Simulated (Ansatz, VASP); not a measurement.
# GaN in two plane-wave programs, part 2 of 3

One calculation is typed for both programs; each brings its own data sets. How far apart do they land? The cell is taken from a series of runs on this material, whose earlier steps may have relaxed, scaled, displaced or heated it; both programs get it as it stands.

VASP 6.6.1 and Ansatz 0.2.0.

So far: The structure; Ansatz: zone-centre phonons, LDA, pair 1.

## Step 3: VASP: zone-centre phonons, LDA, pair 1

Level of this step: LDA; plane waves and PAW (N, Ga_d) (VASP).

The same cell, functional (in two slightly different forms) and mesh now go to VASP, with its own data sets.

Lines of VASP's logs that name or quote its potential files are left out, and so is its time.

INCAR reads:

```
SYSTEM = GaN
PREC = Accurate
ENCUT = 600
EDIFF = 1E-08
NELM = 120
ISMEAR = 0
SIGMA = 0.01
LREAL = .FALSE.
ALGO = Normal
GGA = CA
NBANDS = 15
LORBIT = 11
LWAVE = .FALSE.
LCHARG = .FALSE.
ISIF = 2
IBRION = 8
LEPSILON = .TRUE.
LASPH = .TRUE.
GGA_COMPAT = .FALSE.
EFERMI = MIDGAP
KPAR = 2
```

POSCAR reads:

```
GaN
1.0
    0.0217127320      2.2270392179      2.2270392179
    2.2270392179      0.0217127320      2.2270392179
    2.2270392179      2.2270392179      0.0217127320
N Ga
1 1
Direct
    0.2492181693      0.2492181693      0.2492181693
    0.0007818307      0.0007818307      0.0007818307
```

KPOINTS reads:

```
Automatic mesh
0
Gamma
12 12 12
0 0 0
```

The projector-augmented-wave data sets are N and Ga_d (LDA family, release 64).

Run with:

```
mpirun -np 2 vasp_std
```

Numbers of over 12 decimals in the logs are rounded to 6 here.

What it wrote:

```text
[banner, memory and clock lines left out]
running    2 mpi-ranks, on    1 nodes
 distrk:  each k-point on    1 cores,    2 groups
 distr:  one band on    1 cores,    1 groups

 POSCAR found type information on POSCAR N Ga
 POSCAR found :  2 types and       2 ions
 LDA part: xc-table for (Slater(with rela. corr.)+CA(PZ))
 , standard interpolation
 POSCAR, INCAR and KPOINTS ok, starting setup
 FFT: planning ... GRIDC
 FFT: planning ... GRID_SOFT
 FFT: planning ... GRID
 WAVECAR not read
 entering main loop
       N       E                     dE             d eps       ncg     rms          rms(c)
DAV:   1     0.876374434751E+02    0.87637E+02   -0.10270E+04  6404   0.238E+03
DAV:   2    -0.978992383782E+01   -0.97427E+02   -0.90483E+02  6545   0.362E+02
DAV:   3    -0.159737323751E+02   -0.61838E+01   -0.61543E+01  6300   0.769E+01
DAV:   4    -0.160457696657E+02   -0.72037E-01   -0.72022E-01  7076   0.871E+00
DAV:   5    -0.160466919995E+02   -0.92233E-03   -0.92233E-03  6796   0.934E-01    0.767E+00
DAV:   6    -0.139898178193E+02    0.20569E+01   -0.52081E+00  8505   0.448E+01    0.265E+00
DAV:   7    -0.139631573065E+02    0.26661E-01   -0.27301E-01  6664   0.639E+00    0.169E+00
DAV:   8    -0.139380589570E+02    0.25098E-01   -0.66838E-02  6839   0.302E+00    0.672E-01
DAV:   9    -0.139349108566E+02    0.31481E-02   -0.12752E-02  7902   0.259E+00    0.186E-01
DAV:  10    -0.139349286568E+02   -0.17800E-04   -0.16135E-03  7152   0.605E-01    0.678E-02
DAV:  11    -0.139348705960E+02    0.58061E-04   -0.20353E-04  8582   0.261E-01    0.697E-03
DAV:  12    -0.139348724730E+02   -0.18769E-05   -0.16698E-05  6482   0.475E-02    0.299E-03
DAV:  13    -0.139348724716E+02    0.13442E-08   -0.51002E-07  8664   0.144E-02    0.364E-04
DAV:  14    -0.139348724724E+02   -0.72760E-09   -0.25677E-08  6306   0.157E-03
   1 F= -.13934872E+02 E0= -.13934872E+02  d E =0.000000E+00
 Linear response reoptimize wavefunctions to high precision
DAV:   1    -0.139348724721E+02    0.27103E-09   -0.27037E-09  5616   0.598E-04
DAV:   2    -0.139348724721E+02   -0.62300E-10   -0.42387E-10  3794   0.189E-04
 Linear response G [H, r] |phi>, progress :
  Direction:   1
       N       E                     dE             d eps       ncg     rms
 LRF_COMMUTATOR internal error: the vector H(1)-e(1) S(1) |phi(0)> is not orthog
 onal to |phi(0)> (1.138727640752624E-004,6.092348847630547E-015)
 LRF_COMMUTATOR internal error: the vector H(1)-e(1) S(1) |phi(0)> is not orthog
 onal to |phi(0)> (1.328744179971818E-004,-4.898685623810906E-014)
 LRF_COMMUTATOR internal error: the vector H(1)-e(1) S(1) |phi(0)> is not orthog
 onal to |phi(0)> (1.128093011267262E-004,4.822531263215524E-015)
 LRF_COMMUTATOR internal error: the vector H(1)-e(1) S(1) |phi(0)> is not orthog
 onal to |phi(0)> (1.019779455818659E-004,-2.575717417130363E-014)
 LRF_COMMUTATOR internal error: the vector H(1)-e(1) S(1) |phi(0)> is not orthog
 onal to |phi(0)> (1.280703272162620E-004,2.688821387764051E-014)
 LRF_COMMUTATOR internal error: the vector H(1)-e(1) S(1) |phi(0)> is not orthog
 onal to |phi(0)> (1.076869034084549E-004,2.819966482547898E-014)
 LRF_COMMUTATOR internal error: the vector H(1)-e(1) S(1) |phi(0)> is not orthog
 onal to |phi(0)> (-1.000230841909922E-004,7.494005416219807E-015)
 LRF_COMMUTATOR internal error: the vector H(1)-e(1) S(1) |phi(0)> is not orthog
 onal to |phi(0)> (1.386447278301228E-004,5.152128723651117E-016)
 LRF_COMMUTATOR internal error: the vector H(1)-e(1) S(1) |phi(0)> is not orthog
 onal to |phi(0)> (-1.058583257740331E-004,7.271960811294775E-015)
 LRF_COMMUTATOR internal error: the vector H(1)-e(1) S(1) |phi(0)> is not orthog
 onal to |phi(0)> (1.246965951985368E-004,1.582067810090848E-015)
 LRF_COMMUTATOR internal error: the vector H(1)-e(1) S(1) |phi(0)> is not orthog
 onal to |phi(0)> (1.174640480873512E-004,-1.443289932012704E-015)
 LRF_COMMUTATOR internal error: the vector H(1)-e(1) S(1) |phi(0)> is not orthog
 onal to |phi(0)> (-1.101413093307357E-004,-1.981748098955904E-014)
 LRF_COMMUTATOR internal error: the vector H(1)-e(1) S(1) |phi(0)> is not orthog
 onal to |phi(0)> (-1.119038455062588E-004,9.020562075079397E-015)
 LRF_COMMUTATOR internal error: the vector H(1)-e(1) S(1) |phi(0)> is not orthog
 onal to |phi(0)> (1.162746455114702E-004,2.151057110211241E-015)
 LRF_COMMUTATOR internal error: the vector H(1)-e(1) S(1) |phi(0)> is not orthog
 onal to |phi(0)> (1.072397946408898E-004,-8.604228440844963E-016)
 LRF_COMMUTATOR internal error: the vector H(1)-e(1) S(1) |phi(0)> is not orthog
 onal to |phi(0)> (-1.159679200624097E-004,-1.554312234475219E-015)
 LRF_COMMUTATOR internal error: the vector H(1)-e(1) S(1) |phi(0)> is not orthog
 onal to |phi(0)> (1.221692382192829E-004,-6.161737786669619E-015)
 LRF_COMMUTATOR internal error: the vector H(1)-e(1) S(1) |phi(0)> is not orthog
 onal to |phi(0)> (1.140843446367779E-004,-1.540434446667405E-015)
 LRF_COMMUTATOR internal error: the vector H(1)-e(1) S(1) |phi(0)> is not orthog
[...]
RMM:   3    -0.312162777263E+00   -0.17893E-02   -0.47863E-03 11932   0.370E-01
RMM:   4    -0.312193728760E+00   -0.30951E-04   -0.11475E-04 12234   0.855E-02
RMM:   5    -0.312194867583E+00   -0.11388E-05   -0.74726E-06 12149   0.209E-02
RMM:   6    -0.312194958400E+00   -0.90817E-07   -0.60157E-07 12293   0.620E-03
[...]
RMM:   9    -0.293843257725E+00   -0.21643E-05   -0.23589E-07 30633   0.116E-03    0.116E-04
RMM:  10    -0.293841792697E+00    0.14650E-05   -0.44781E-07 29743   0.362E-04    0.276E-05
RMM:  11    -0.293841739024E+00    0.53673E-07   -0.42918E-07 22319   0.125E-04    0.124E-05
RMM:  12    -0.293841858518E+00   -0.11949E-06   -0.36046E-07 10537   0.660E-05    0.408E-06
 change of polarisation eV/A/(eV/A) component  1 :     0.558     0.086    -0.077
 dielectric tensor                  component  1 :     5.640     0.711    -0.641
 Linear response to external field, progress :
  Direction:   2
       N       E                     dE             d eps       ncg     rms          rms(c)
RMM:   1    -0.446372020812E-01   -0.44637E-01    0.17269E+00 15417   0.752E+00
RMM:   2    -0.290337131370E+00   -0.24570E+00   -0.29880E-02 29391   0.149E+00    0.817E-01
RMM:   3    -0.285697018834E+00    0.46401E-02   -0.46131E-03 29016   0.561E-01    0.468E-01
RMM:   4    -0.293498502599E+00   -0.78015E-02   -0.42674E-03 29087   0.569E-01    0.336E-02
RMM:   5    -0.293590815381E+00   -0.92313E-04   -0.27329E-04 30156   0.139E-01    0.284E-02
RMM:   6    -0.293615960384E+00   -0.25145E-04   -0.33776E-05 29749   0.383E-02    0.121E-02
RMM:   7    -0.293836970745E+00   -0.22101E-03   -0.43486E-06 28919   0.161E-02    0.166E-03
RMM:   8    -0.293842309462E+00   -0.53387E-05   -0.16440E-07 30310   0.484E-03    0.252E-04
RMM:   9    -0.293844456627E+00   -0.21472E-05   -0.13431E-08 30641   0.117E-03    0.114E-04
RMM:  10    -0.293843003406E+00    0.14532E-05   -0.11426E-07 29722   0.364E-04    0.271E-05
RMM:  11    -0.293842952528E+00    0.50877E-07   -0.73996E-08 22346   0.128E-04    0.124E-05
RMM:  12    -0.293843079895E+00   -0.12737E-06   -0.10266E-07 10543   0.690E-05    0.416E-06
 change of polarisation eV/A/(eV/A) component  2 :     0.054     0.558    -0.046
 dielectric tensor                  component  2 :     0.450     5.640    -0.379
 Linear response to external field, progress :
  Direction:   3
       N       E                     dE             d eps       ncg     rms          rms(c)
RMM:   1    -0.448225935181E-01   -0.44823E-01    0.17251E+00 15416   0.752E+00
RMM:   2    -0.290333966741E+00   -0.24551E+00   -0.29813E-02 29397   0.149E+00    0.817E-01
RMM:   3    -0.285694318247E+00    0.46396E-02   -0.46040E-03 29024   0.561E-01    0.468E-01
RMM:   4    -0.293498419137E+00   -0.78041E-02   -0.42647E-03 29082   0.570E-01    0.336E-02
RMM:   5    -0.293589657269E+00   -0.91238E-04   -0.27058E-04 30163   0.139E-01    0.284E-02
RMM:   6    -0.293612727507E+00   -0.23070E-04   -0.28176E-05 29753   0.383E-02    0.121E-02
RMM:   7    -0.293836883165E+00   -0.22416E-03   -0.49370E-06 28939   0.161E-02    0.166E-03
RMM:   8    -0.293841013106E+00   -0.41299E-05   -0.47653E-07 30308   0.483E-03    0.254E-04
RMM:   9    -0.293843242322E+00   -0.22292E-05   -0.14617E-07 30576   0.116E-03    0.115E-04
RMM:  10    -0.293841717201E+00    0.15251E-05   -0.99047E-08 29794   0.364E-04    0.291E-05
RMM:  11    -0.293841654410E+00    0.62791E-07   -0.64827E-08 22411   0.128E-04    0.123E-05
RMM:  12    -0.293841774420E+00   -0.12001E-06   -0.35273E-09 10592   0.693E-05    0.397E-06
 change of polarisation eV/A/(eV/A) component  3 :     0.085    -0.077     0.558
 dielectric tensor                  component  3 :     0.708    -0.638     5.640
 Linear response DOF=           2
 Linear response progress:
  Degree of freedom:   1/  2
       N       E                     dE             d eps       ncg     rms          rms(c)
RMM:   1    -0.236700580154E+00   -0.23670E+00    0.90992E-02 33610   0.410E+00
RMM:   2    -0.227550824649E+00    0.91498E-02   -0.90785E-03 24732   0.105E+00    0.146E-01
RMM:   3    -0.228621615930E+00   -0.10708E-02   -0.15524E-03 27376   0.339E-01    0.716E-02
RMM:   4    -0.229863748858E+00   -0.12421E-02   -0.37048E-04 27241   0.135E-01    0.179E-02
RMM:   5    -0.229946481363E+00   -0.82733E-04   -0.12719E-05 28067   0.315E-02    0.260E-03
RMM:   6    -0.229895722816E+00    0.50759E-04   -0.99041E-07 27605   0.803E-03    0.119E-03
RMM:   7    -0.229889352766E+00    0.63701E-05   -0.63630E-08 28891   0.200E-03    0.203E-04
RMM:   8    -0.229887857550E+00    0.14952E-05   -0.37902E-08 28529   0.543E-04    0.253E-05
RMM:   9    -0.229887587506E+00    0.27004E-06   -0.38777E-08 28909   0.190E-04    0.993E-06
RMM:  10    -0.229887654436E+00   -0.66930E-07   -0.42854E-08 28618   0.101E-04    0.212E-06
RMM:  11    -0.229887677647E+00   -0.23212E-07   -0.34577E-08 28556   0.692E-05    0.632E-07
RMM:  12    -0.229887672831E+00    0.48167E-08   -0.40763E-08 26955   0.600E-05    0.207E-07
 first order change of Fermi-energy  -0.64647E+00
 force on displaced ion       1 direction 1 : -13.949   0.112   0.112
 Born effective charge ion    1 direction 1 :  -2.618  -0.009  -0.009
 Linear response progress:
  Degree of freedom:   2/  2
       N       E                     dE             d eps       ncg     rms          rms(c)
RMM:   1    -0.163269395846E+00   -0.16327E+00    0.28557E-01 18198   0.932E+00
RMM:   2    -0.161044756488E+00    0.22246E-02   -0.35428E-02 27980   0.170E+00    0.568E-02
RMM:   3    -0.161268960508E+00   -0.22420E-03   -0.25155E-03 28204   0.403E-01    0.343E-02
RMM:   4    -0.160906225636E+00    0.36273E-03   -0.16933E-04 29670   0.111E-01    0.365E-03
RMM:   5    -0.160913719241E+00   -0.74936E-05   -0.25751E-05 30522   0.321E-02    0.220E-03
RMM:   6    -0.160907843316E+00    0.58759E-05   -0.80533E-06 30373   0.101E-02    0.326E-04
RMM:   7    -0.160907388004E+00    0.45531E-06   -0.24176E-06 31009   0.349E-03    0.208E-04
RMM:   8    -0.160907474683E+00   -0.86679E-07   -0.14258E-06 30553   0.121E-03    0.350E-05
RMM:   9    -0.160907349657E+00    0.12503E-06   -0.61836E-07 31066   0.469E-04    0.166E-05
RMM:  10    -0.160907231548E+00    0.11811E-06   -0.24230E-07 30494   0.208E-04    0.240E-06
RMM:  11    -0.160907210265E+00    0.21283E-07   -0.23718E-07 31089   0.113E-04    0.531E-07
RMM:  12    -0.160907211509E+00   -0.12442E-08   -0.20513E-07 30143   0.753E-05    0.302E-07
RMM:  13    -0.160907192290E+00    0.19220E-07   -0.39315E-08 25365   0.604E-05    0.138E-07
RMM:  14    -0.160907197419E+00   -0.51299E-08   -0.10375E-07 23127   0.542E-05    0.491E-08
 first order change of Fermi-energy   0.64731E+00
 force on displaced ion       2 direction 1 : -13.953   0.108   0.108
 Born effective charge ion    2 direction 1 :   2.617   0.009   0.009
 Born effective charges drift removed
 Linear response finished
```

Parts of OUTCAR (step 3):

```text
ion  position               nearest neighbor table
   1  0.249  0.249  0.249-   2 1.92   2 1.92   2 1.92   2 1.93
   2  0.001  0.001  0.001-   1 1.92   1 1.92   1 1.92   1 1.93

  LATTYP: Found a trigonal (rhomboedric) cell.
 ALAT       =     3.1495839088
 COS(alpha) =     0.5097253698

 Subroutine GETGRP returns: Found  6 space group operations
 (whereof  6 operations were pure point group operations)

The static configuration has the point symmetry C_3v.

 Found    189 irreducible k-points:

   k-points           NKPTS =    189   k-points in BZ     NKDIM =    189   number of bands    NBANDS=     15

   dimension x,y,z NGX =    28 NGY =   28 NGZ =   28
   dimension x,y,z NGXF=    56 NGYF=   56 NGZF=   56

   ENCUT  =  600.0 eV  44.10 Ry    6.64 a.u.   6.29  6.29  6.29*2*pi/ulx,y,z

   NELECT =      18.0000    total number of electrons

 k-points in reciprocal lattice and weights: Automatic mesh
   0.00000000  0.00000000  0.00000000       0.001
   0.08333333 -0.00000000 -0.00000000       0.003
   0.16666667  0.00000000  0.00000000       0.003
   0.25000000  0.00000000  0.00000000       0.003
   0.33333333  0.00000000  0.00000000       0.003
   0.41666667  0.00000000 -0.00000000       0.003
   0.50000000  0.00000000  0.00000000       0.002
   0.08333333  0.08333333 -0.00000000       0.003
   0.16666667  0.08333333 -0.00000000       0.007
[...]
-0.41666667  0.50000000  0.41666667       0.003
   0.50000000  0.50000000  0.50000000       0.001

 average (electrostatic) potential at core
       1 -61.4674       2 -64.1902

  Total        0.5887595      0.5887595      0.5887595     -0.2218054     -0.2218054     -0.2218054
  in kB       43.3344112     43.3344112     43.3344112    -16.3255262    -16.3255262    -16.3255262
  external PRESSURE =      43.3344112 kB  Pullay stress =       0.0000000 kB

  energy-cutoff  :      600.00
  volume of cell :       21.77
      direct lattice vectors                 reciprocal lattice vectors
     0.021712732  2.227039218  2.227039218    -0.227823671  0.225623928  0.225623928
     2.227039218  0.021712732  2.227039218     0.225623928 -0.227823671  0.225623928
     2.227039218  2.227039218  0.021712732     0.225623928  0.225623928 -0.227823671

 POSITION                                       TOTAL-FORCE (eV/Angst)
 -----------------------------------------------------------------------------------
      1.11545      1.11545      1.11545        -0.002354     -0.002354     -0.002354
      0.00350      0.00350      0.00350         0.002354      0.002354      0.002354
 -----------------------------------------------------------------------------------
    total drift:                               -0.000142     -0.000142     -0.000142

 MACROSCOPIC STATIC DIELECTRIC TENSOR (including local field effects in DFT)
 ------------------------------------------------------
           5.639614     0.035227     0.035227
           0.035227     5.639614     0.035227
           0.035227     0.035227     5.639614
 ------------------------------------------------------

 PIEZOELECTRIC TENSOR (including local field effects)  for field in x, y, z        (C/m^2)
          XX          YY          ZZ          XY          YZ          ZX
  --------------------------------------------------------------------------------
  x     0.02078    -0.01163    -0.01163    -0.00320    -1.01380    -0.00320
  y    -0.01163     0.02078    -0.01163    -0.00320    -0.00320    -1.01380
  z    -0.01163    -0.01163     0.02078    -1.01380    -0.00320    -0.00320

 BORN EFFECTIVE CHARGES (including local field effects) (in |e|, cummulative output)
 ---------------------------------------------------------------------------------
 ion    1
    1    -2.61719    -0.00920    -0.00920
    2    -0.00920    -2.61719    -0.00920
    3    -0.00920    -0.00920    -2.61719
 ion    2
    1     2.61719     0.00920     0.00920
    2     0.00920     2.61719     0.00920
    3     0.00920     0.00920     2.61719

 Eigenvectors and eigenvalues of the dynamical matrix
 ----------------------------------------------------

   1 f  =   17.168141 THz   107.870611 2PiTHz  572.667543 cm-1    71.001694 meV
             X         Y         Z           dx          dy          dz
      1.115448  1.115448  1.115448     0.441967    0.298526   -0.740494
      0.003499  0.003499  0.003499    -0.198045   -0.133769    0.331814

   2 f  =   17.168141 THz   107.870611 2PiTHz  572.667543 cm-1    71.001694 meV
             X         Y         Z           dx          dy          dz
      1.115448  1.115448  1.115448     0.599878   -0.682694    0.082816
      0.003499  0.003499  0.003499    -0.268804    0.305914   -0.037110

   3 f  =   16.962425 THz   106.578058 2PiTHz  565.805588 cm-1    70.150921 meV
             X         Y         Z           dx          dy          dz
      1.115448  1.115448  1.115448     0.526828    0.526828    0.526828
      0.003499  0.003499  0.003499    -0.236191   -0.236191   -0.236191

   4 f/i=    0.000276 THz     0.001737 2PiTHz    0.009222 cm-1     0.001143 meV
             X         Y         Z           dx          dy          dz
      1.115448  1.115448  1.115448    -0.323090    0.088622    0.234468
      0.003499  0.003499  0.003499    -0.721025    0.197773    0.523252

   5 f/i=    0.000276 THz     0.001737 2PiTHz    0.009222 cm-1     0.001143 meV
             X         Y         Z           dx          dy          dz
      1.115448  1.115448  1.115448    -0.084204    0.321906   -0.237702
      0.003499  0.003499  0.003499    -0.187915    0.718384   -0.530469

   6 f/i=    0.002957 THz     0.018578 2PiTHz    0.098629 cm-1     0.012228 meV
             X         Y         Z           dx          dy          dz
      1.115448  1.115448  1.115448     0.236191    0.236191    0.236191
      0.003499  0.003499  0.003499     0.526828    0.526828    0.526828

 MACROSCOPIC STATIC DIELECTRIC TENSOR IONIC CONTRIBUTION
 ------------------------------------------------------
           4.082558     0.061450     0.061450
           0.061450     4.082558     0.061450
           0.061450     0.061450     4.082558
 ------------------------------------------------------

 ELASTIC MODULI CONTR FROM IONIC RELAXATION (kBar)
 Direction    XX          YY          ZZ          XY          YZ          ZX
 --------------------------------------------------------------------------------
 XX          -1.9115     -1.7966     -1.7966     14.5744     22.6535     14.7737
 YY          -1.7966     -1.9115     -1.7966     14.7737     14.5744     22.6535
 ZZ          -1.7966     -1.7966     -1.9115     22.6535     14.7737     14.5744
 XY          14.5744     14.7737     22.6535   -533.4723     21.1149     21.1149
 YZ          22.6535     14.5744     14.7737     21.1149   -533.4723     21.1149
 ZX          14.7737     22.6535     14.5744     21.1149     21.1149   -533.4723
 --------------------------------------------------------------------------------

 PIEZOELECTRIC TENSOR IONIC CONTR  for field in x, y, z        (C/m^2)
          XX          YY          ZZ          XY          YZ          ZX
  --------------------------------------------------------------------------------
  x    -0.06120    -0.04098    -0.04098    -0.03500     1.38739     0.00008
  y    -0.04098    -0.06120    -0.04098     0.00008    -0.03500     1.38739
  z    -0.04098    -0.04098    -0.06120     1.38739     0.00008    -0.03500
```

## Step 4: Differences

Known differences besides the potentials themselves: the two LDA forms differ slightly; fixed occupations in Ansatz, narrow Gaussian smearing in VASP; VASP's response is taken on the typed mesh, Ansatz refines its own for the field response alone; the cutoff is 420 eV in Ansatz and 600 eV in VASP; VASP's log shows a relativistic correction to its local exchange, Ansatz's none; VASP's log repeats an internal error in its field response. Total energies have different zeros and are not compared.

The two programs side by side:

```
                                     quantity  Ansatz   VASP  difference
                                        ε∞ xx    5.68   5.64     +0.78 %
                                        ε∞ yy    5.68   5.64     +0.78 %
                                        ε∞ zz    5.68   5.64     +0.78 %
 Born charge of N1 (mean of the diagonal) (e)   -2.62  -2.62       -0.01
Born charge of Ga2 (mean of the diagonal) (e)    2.62   2.62       +0.01
                        optical mode 1 (cm⁻¹)   560.6  565.8     -0.92 %
                   optical mode 2 to 3 (cm⁻¹)   567.6  572.7     -0.88 %
```

Modes are paired by rising frequency, not by their patterns, so a pair may set unlike modes beside each other; they are those without the splitting of longitudinal modes.

(Part 2 of 3 ends here.)

[Lines on the potential files, build, host, timing and source positions are cut from VASP's logs without a mark.]

[Logs are printed without paths, hosts, clocks, repeated set-up lines and the standing remarks that a program may print on its own settings, such as how far it seeks lower states.]

[Hosts, paths, dates, database ids (printed as entryN), source tags and the programs' standing remarks are cut or masked in the printed files.]
